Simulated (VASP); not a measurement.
## Lattice vibrations of Lithium

Wanted: whether Lithium is dynamically stable, and its vibrational spectrum. The start is a cell from a database of measured crystal structures.

Program: VASP 6.6.1. Level of theory: LDA; plane waves and PAW (Li). Results are calculated unless marked as measured.

### Step 1. Starting point

Symmetry: Im-3m, No. 229, cubic system. The conventional cell has a = 3.509 Å, b = 3.509 Å, c = 3.509 Å, α = 90.00°, β = 90.00°, γ = 90.00°. Li has 8 Li at 3.04 Å nearest.

### Step 2. Relax the host

Cell and atoms are relaxed first, so that later runs start from this functional's own cell.

Contents of INCAR:

```
SYSTEM = Li
PREC = Accurate
ENCUT = 350
EDIFF = 1E-06
NELM = 120
ISMEAR = 1
SIGMA = 0.15
LREAL = .FALSE.
ALGO = Normal
GGA = CA
NBANDS = 6
LORBIT = 11
LWAVE = .FALSE.
LCHARG = .FALSE.
KPAR = 4
LASPH = .TRUE.
IBRION = 2
NSW = 40
ISIF = 3
EDIFFG = -0.02
POTIM = 0.4
```

Contents of POSCAR:

```
Li
1.0
   -1.7546500000      1.7546500000      1.7546500000
    1.7546500000     -1.7546500000      1.7546500000
    1.7546500000      1.7546500000     -1.7546500000
Li
1
Direct
    0.0000000000      0.0000000000      0.0000000000
```

Contents of KPOINTS:

```
Automatic mesh
0
Gamma
13 13 13
0 0 0
```

The projector-augmented-wave data sets are Li (LDA family, release 64).

The run is started by

```sh
> mpirun -np 4 vasp_std
```

Log:

```text
[banner, memory and clock lines left out]
running    4 mpi-ranks, on    1 nodes
 distrk:  each k-point on    1 cores,    4 groups
 distr:  one band on    1 cores,    1 groups

 POSCAR found type information on POSCAR Li
 POSCAR found :  1 types and       1 ions
 LDA part: xc-table for (Slater(with rela. corr.)+CA(PZ))
 , standard interpolation
 POSCAR, INCAR and KPOINTS ok, starting setup
 FFT: planning ... GRIDC
 FFT: planning ... GRID_SOFT
 FFT: planning ... GRID
 WAVECAR not read
 entering main loop
       N       E                     dE             d eps       ncg     rms          rms(c)
DAV:   1    -0.191979539151E+01   -0.19198E+01   -0.14075E+02  1116   0.364E+01
DAV:   2    -0.202910907614E+01   -0.10931E+00   -0.93712E-01  1356   0.370E+00
DAV:   3    -0.202961030974E+01   -0.50123E-03   -0.50057E-03  1140   0.190E-01
DAV:   4    -0.202961074849E+01   -0.43875E-06   -0.43880E-06  1338   0.499E-03
DAV:   5    -0.202961074924E+01   -0.74679E-09   -0.68023E-09  1122   0.121E-04    0.126E-01
DAV:   6    -0.202931024208E+01    0.30051E-03   -0.41675E-05  1086   0.245E-02    0.823E-02
DAV:   7    -0.202915026720E+01    0.15997E-03   -0.12934E-04  1026   0.435E-02    0.543E-03
DAV:   8    -0.202914507517E+01    0.51920E-05   -0.17575E-06  1278   0.623E-03    0.185E-03
DAV:   9    -0.202914440286E+01    0.67231E-06   -0.18929E-07   654   0.208E-03
   1 F= -.20291444E+01 E0= -.20292857E+01  d E =-.202914E+01
 curvature:   0.00 expect dE= 0.000E+00 dE for cont linesearch  0.000E+00
 trial: gam= 0.00000 g(F)=  0.286E-68 g(S)=  0.505E-02 ort = 0.000E+00 (trialstep = 0.100E+01)
 search vector abs. value=  0.505E-02
 bond charge predicted
       N       E                     dE             d eps       ncg     rms          rms(c)
DAV:   1    -0.203377030992E+01   -0.46252E-02   -0.17314E-03  1032   0.139E-01    0.716E-03
DAV:   2    -0.203376905628E+01    0.12536E-05   -0.14306E-05  1140   0.216E-02    0.426E-03
DAV:   3    -0.203376786367E+01    0.11926E-05   -0.12772E-06  1158   0.460E-03    0.444E-04
DAV:   4    -0.203376785851E+01    0.51606E-08   -0.89126E-09   504   0.495E-04
   2 F= -.20337679E+01 E0= -.20339166E+01  d E =-.462346E-02
[...]
3 F= -.20419615E+01 E0= -.20421283E+01  d E =-.128171E-01
 curvature:  -2.44 expect dE=-0.735E-03 dE for cont linesearch -0.735E-03
 ZBRENT: extrapolating
 opt :   5.2077  next Energy=    -2.042733 (dE=-0.136E-01)
 bond charge predicted
       N       E                     dE             d eps       ncg     rms          rms(c)
DAV:   1    -0.204269681569E+01   -0.73525E-03   -0.28947E-03  1044   0.186E-01    0.927E-03
DAV:   2    -0.204269269939E+01    0.41163E-05   -0.21899E-05  1134   0.274E-02    0.546E-03
DAV:   3    -0.204268973319E+01    0.29662E-05   -0.23379E-06  1134   0.647E-03    0.594E-04
DAV:   4    -0.204268972947E+01    0.37222E-08   -0.15307E-08   510   0.670E-04
   4 F= -.20426897E+01 E0= -.20428608E+01  d E =-.135453E-01
 curvature:  -2.56 expect dE=-0.713E-05 dE for cont linesearch -0.713E-05
 trial: gam= 0.00000 g(F)=  0.157E-65 g(S)=  0.278E-05 ort =-0.119E-03 (trialstep = 0.184E+01)
 search vector abs. value=  0.278E-05
 reached required accuracy - stopping structural energy minimisation
```

Run time: 4.2 s. Hardware: 4 MPI ranks of AMD EPYC 7R43, shared host; peak memory 0.36 GiB; 14 s of CPU time.

Lines that name or quote the potential files are left out of all logs, and their timing lines are given in words.

From OUTCAR (step 2):

```text
ion  position               nearest neighbor table
   1  0.000  0.000  0.000-

  LATTYP: Found a body centered cubic cell.
 ALAT       =     3.5093000000

 Subroutine GETGRP returns: Found 48 space group operations
 (whereof 48 operations were pure point group operations)

The static configuration has the point symmetry O_h .

 Found     84 irreducible k-points:

   k-points           NKPTS =     84   k-points in BZ     NKDIM =     84   number of bands    NBANDS=      6

   dimension x,y,z NGX =    20 NGY =   20 NGZ =   20
   dimension x,y,z NGXF=    40 NGYF=   40 NGZF=   40

   ENCUT  =  350.0 eV  25.72 Ry    5.07 a.u.   4.64  4.64  4.64*2*pi/ulx,y,z

   NELECT =       1.0000    total number of electrons

 k-points in reciprocal lattice and weights: Automatic mesh
   0.00000000  0.00000000  0.00000000       0.000
   0.07692308  0.00000000  0.00000000       0.005
   0.15384615  0.00000000  0.00000000       0.005
   0.23076923  0.00000000  0.00000000       0.005
   0.30769231  0.00000000  0.00000000       0.005
   0.38461538  0.00000000  0.00000000       0.005
   0.46153846  0.00000000  0.00000000       0.005
   0.07692308  0.07692308  0.00000000       0.011
   0.15384615  0.07692308  0.00000000       0.022
[...]
-0.46153846 -0.46153846  0.38461538       0.004
  -0.46153846  0.46153846  0.46153846       0.003

 average (electrostatic) potential at core
       1 -31.1644

 E-fermi :   0.7324

 k-point     1 :       0.0000    0.0000    0.0000
  band No.  band energies     occupation
      1      -2.9252      2.00000
      2      15.8719      0.00000
      3      15.8719      0.00000
      4      15.8719      0.00000
      5      20.8212      0.00000
      6      20.8212      0.00000

 k-point     2 :       0.0769    0.0000    0.0000
  band No.  band energies     occupation
      1      -2.8121      2.00000
      2      15.0664      0.00000
      3      15.2907      0.00000
      4      15.6647      0.00000
      5      19.3684      0.00000
      6      19.5425      0.00000

 k-point     3 :       0.1538    0.0000    0.0000
  band No.  band energies     occupation
      1      -2.4723      2.00000
      2      12.9039      0.00000
      3      14.1860      0.00000
      4      15.1046      0.00000
      5      18.0309      0.00000
      6      18.3986      0.00000

  Total        0.0049033      0.0049033      0.0049033      0.0000000      0.0000000     -0.0000000
  in kB        0.4134924      0.4134924      0.4134924      0.0000000      0.0000000     -0.0000000
  external PRESSURE =       0.4134924 kB  Pullay stress =       0.0000000 kB

  energy-cutoff  :      350.00
  volume of cell :       19.00
      direct lattice vectors                 reciprocal lattice vectors
    -1.680962678  1.680962678  1.680962678     0.000000000  0.297448603  0.297448603
     1.680962678 -1.680962678  1.680962678     0.297448603  0.000000000  0.297448603
     1.680962678  1.680962678 -1.680962678     0.297448603  0.297448603  0.000000000

 POSITION                                       TOTAL-FORCE (eV/Angst)
 -----------------------------------------------------------------------------------
      1.68096     -1.68096      1.68096         0.000000     -0.000000      0.000000
 -----------------------------------------------------------------------------------
    total drift:                               -0.000000      0.000000     -0.000000

  FREE ENERGIE OF THE ION-ELECTRON SYSTEM (eV)
  ---------------------------------------------------
  free  energy   TOTEN  =        -2.0426897295 eV

  energy  without entropy=       -2.0432030269  energy(sigma->0) =       -2.04286083

 reached required accuracy - stopping structural energy minimisation

 total charge
# of ion       s       p       d       tot
------------------------------------------
    1        0.121   0.126   0.000   0.247

[... 3 further parts left out ...]
```

CONTCAR:

```
Li
   1.00000000000000
    -1.6809626778901361    1.6809626778901361    1.6809626778901361
     1.6809626778901361   -1.6809626778901361    1.6809626778901361
     1.6809626778901361    1.6809626778901361   -1.6809626778901361
  Li
     1
Direct
     0.0000000000000000    1.0000000000000000    0.0000000000000000
```

This run has no spin polarisation. Its electron count is odd, so without a moment it is a metal by construction. After so large a change of volume the plane waves of the start cell no longer fit, so the final stress carries a basis-set error. The run keeps the 48 symmetry operations of its start, so it cannot find a distortion of lower symmetry.

The steps of the relaxation:

| step | energy less that of the first step (eV) | largest force (eV/Å) | pressure (GPa) | volume (Å³) |
| --- | --- | --- | --- | --- |
| 1 | 0.0000 | 0.0000 | -1.55 | 21.61 |
| 2 | -0.0046 | 0.0000 | -1.30 | 21.09 |
| 3 | -0.0128 | 0.0000 | -0.42 | 19.61 |
| 4 | -0.0135 | 0.0000 | 0.04 | 19.00 |

| conventional cell, symmetrised | before | after | change |
| --- | --- | --- | --- |
| a (Å) | 3.509 | 3.362 | -4.2 % |
| b (Å) | 3.509 | 3.362 | -4.2 % |
| c (Å) | 3.509 | 3.362 | -4.2 % |
| volume (Å³/atom) | 21.61 | 19.00 | -12.1 % |

The relaxed structure:

```cif
data_structure
_symmetry_space_group_name_H-M 'P 1'
_symmetry_Int_Tables_number 1
_cell_length_a 2.9115
_cell_length_b 2.9115
_cell_length_c 2.9115
_cell_angle_alpha 109.471
_cell_angle_beta 109.471
_cell_angle_gamma 109.471
_cell_volume 19.00
loop_
_atom_site_label
_atom_site_type_symbol
_atom_site_fract_x
_atom_site_fract_y
_atom_site_fract_z
_atom_site_occupancy
Li1 Li 0.00000 0.00000 0.00000 1
```

This step gave:

```yaml
electronic_cycles: 21
electrons: 1
free_energy_toten: -2.043 eV
energy_at_zero_smearing: -2.043 eV
fermi_energy: 0.7324 eV
pressure: 0.04135 GPa
labelled_metallic_from_the_levels_on_this_mesh: yes
```

The run ended after 4 ionic steps, 0.014 eV below its first step, once forces and stress met EDIFFG = -0.02.

An edge changed by 4 % against the database cell.

### Step 3. Relax the host again, on a new basis

The volume changed by more than 5 %, so the plane waves of the start no longer fit; a second relaxation removes that error.

INCAR, as its differences from that of step 2:

```diff
@@ -17,3 +17,3 @@
 IBRION = 2
-NSW = 40
+NSW = 30
 ISIF = 3
```

Contents of POSCAR:

```
Li
1.0
   -1.6809626779      1.6809626779      1.6809626779
    1.6809626779     -1.6809626779      1.6809626779
    1.6809626779      1.6809626779     -1.6809626779
Li
1
Direct
    0.0000000000      0.0000000000      0.0000000000
```

Contents of KPOINTS:

```
Automatic mesh
0
Gamma
14 14 14
0 0 0
```

The run is started by

```sh
> mpirun -np 4 vasp_std
```

Log:

```text
[... set-up lines as in an earlier step ...]
 entering main loop
       N       E                     dE             d eps       ncg     rms          rms(c)
DAV:   1    -0.192852397099E+01   -0.19285E+01   -0.14147E+02  1398   0.362E+01
DAV:   2    -0.204093299970E+01   -0.11241E+00   -0.10375E+00  1710   0.396E+00
DAV:   3    -0.204129458024E+01   -0.36158E-03   -0.35755E-03  1350   0.207E-01
DAV:   4    -0.204129498993E+01   -0.40970E-06   -0.40968E-06  1650   0.566E-03
DAV:   5    -0.204129499058E+01   -0.65037E-09   -0.70464E-09  1386   0.167E-04    0.147E-01
DAV:   6    -0.204031667594E+01    0.97831E-03   -0.71749E-05  1314   0.351E-02    0.948E-02
DAV:   7    -0.203979685080E+01    0.51983E-03   -0.20514E-04  1260   0.595E-02    0.719E-03
DAV:   8    -0.203978330482E+01    0.13546E-04   -0.27079E-06  1470   0.828E-03    0.202E-03
DAV:   9    -0.203978211438E+01    0.11904E-05   -0.27484E-07   990   0.266E-03    0.103E-04
DAV:  10    -0.203978211981E+01   -0.54301E-08   -0.48562E-08   624   0.752E-04
   1 F= -.20397821E+01 E0= -.20394514E+01  d E =-.203978E+01
 curvature:   0.00 expect dE= 0.000E+00 dE for cont linesearch  0.000E+00
 trial: gam= 0.00000 g(F)=  0.481E-66 g(S)=  0.183E-04 ort = 0.000E+00 (trialstep = 0.100E+01)
 search vector abs. value=  0.183E-04
 reached required accuracy - stopping structural energy minimisation
```

Run time: 2.2 s. Hardware: 4 MPI ranks; peak memory 0.31 GiB.

From OUTCAR (step 3):

```text
  LATTYP: Found a body centered cubic cell.
 ALAT       =     3.3619253558

The static configuration has the point symmetry O_h .

 Found    104 irreducible k-points:

   k-points           NKPTS =    104   k-points in BZ     NKDIM =    104   number of bands    NBANDS=      6

   dimension x,y,z NGX =    18 NGY =   18 NGZ =   18
   dimension x,y,z NGXF=    36 NGYF=   36 NGZF=   36

   ENCUT  =  350.0 eV  25.72 Ry    5.07 a.u.   4.44  4.44  4.44*2*pi/ulx,y,z

   NELECT =       1.0000    total number of electrons

 E-fermi :   0.6609

 k-point     1 :       0.0000    0.0000    0.0000
  band No.  band energies     occupation
      1      -2.9253      2.00000
      2      15.8718      0.00000
      3      15.8718      0.00000
      4      15.8718      0.00000
      5      20.8210      0.00000
      6      20.8210      0.00000

 k-point     2 :       0.0714    0.0000    0.0000
  band No.  band energies     occupation
      1      -2.8277      2.00000
      2      15.1777      0.00000
      3      15.3604      0.00000
      4      15.6927      0.00000
      5      19.4844      0.00000
      6      19.6576      0.00000

  Total        0.0125763      0.0125763      0.0125763      0.0000000      0.0000000     -0.0000000
  in kB        1.0605431      1.0605431      1.0605431      0.0000000      0.0000000     -0.0000000
  external PRESSURE =       1.0605431 kB  Pullay stress =       0.0000000 kB

 POSITION                                       TOTAL-FORCE (eV/Angst)
 -----------------------------------------------------------------------------------
      0.00000      0.00000      0.00000         0.000000     -0.000000     -0.000000
 -----------------------------------------------------------------------------------
    total drift:                               -0.000000      0.000000      0.000000

  FREE ENERGIE OF THE ION-ELECTRON SYSTEM (eV)
  ---------------------------------------------------
  free  energy   TOTEN  =        -2.0397821198 eV

  energy  without entropy=       -2.0387901062  energy(sigma->0) =       -2.03945145

 total charge
# of ion       s       p       d       tot
------------------------------------------
    1        0.122   0.125   0.000   0.247

[... 4 parts as in an earlier step ...]

[... 6 further parts left out ...]
```

CONTCAR:

```
Li
   1.00000000000000
    -1.6809626779000000    1.6809626779000000    1.6809626779000000
     1.6809626779000000   -1.6809626779000000    1.6809626779000000
     1.6809626779000000    1.6809626779000000   -1.6809626779000000
  Li
     1
Direct
     0.0000000000000000    0.0000000000000000    0.0000000000000000
```

Little changed from the start: no atom moved by 0.005 Å and no cell edge by 0.1 %.

Numbers from this step:

```yaml
electronic_cycles: 10
free_energy_toten: -2.040 eV
energy_at_zero_smearing: -2.039 eV
fermi_energy: 0.6609 eV
pressure: 0.1061 GPa
```

The start already met the threshold, so nothing moved.

(Part 1 of 3 ends here.)

[Lines on the potential files, build, host, timing and source positions are cut from VASP's logs without a mark.]

[Logs are printed without paths, hosts, clocks, repeated set-up lines and the standing remarks that a program may print on its own settings, such as how far it seeks lower states.]

[Hosts, paths, dates, database ids (printed as entryN), source tags and the programs' standing remarks are cut or masked in the printed files.]

[Runs that stopped without an error message from VASP are left out.]
